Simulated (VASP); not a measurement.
```
CELL_PARAMETERS angstrom
     -2.78744     2.78744     2.78744
      2.78744    -2.78744     2.78744
      2.78744     2.78744    -2.78744
ATOMIC_POSITIONS crystal
  Rb 0.00000 0.00000 0.00000
```

Calculation: PBEsol GGA, VASP's PBE PAW potentials (set 64) (plane waves; VASP). Run with 480 eV cut-off, 8×8×8 Γ-centred mesh, first-order Methfessel-Paxton smearing of 0.10 eV, potentials Rb_sv.

Energy and stress use the plane-wave basis of the starting cell.

**Question.** The ions, cell shape and volume at an external pressure of 5.0 GPa are relaxed. Predict the relaxed structure.

**Answer.** 
```
CELL_PARAMETERS angstrom
     -2.27544     2.27544     2.27544
      2.27544    -2.27544     2.27544
      2.27544     2.27544    -2.27544
ATOMIC_POSITIONS crystal
  Rb 0.00000 0.00000 0.00000
```
Space group Im-3m (229), at a tolerance of 0.03 Å.

**Question.** How do energy and volume change from the first to the last step?

**Answer.** The energy (σ→0) changes by +401.8 meV/atom and the volume by -45.6 %, in 4 ionic steps.

The compound is Rb in the bcc structure. This run relaxes it under an external pressure of 5 GPa. Symmetry was kept, so distortions that lower it aren't found.
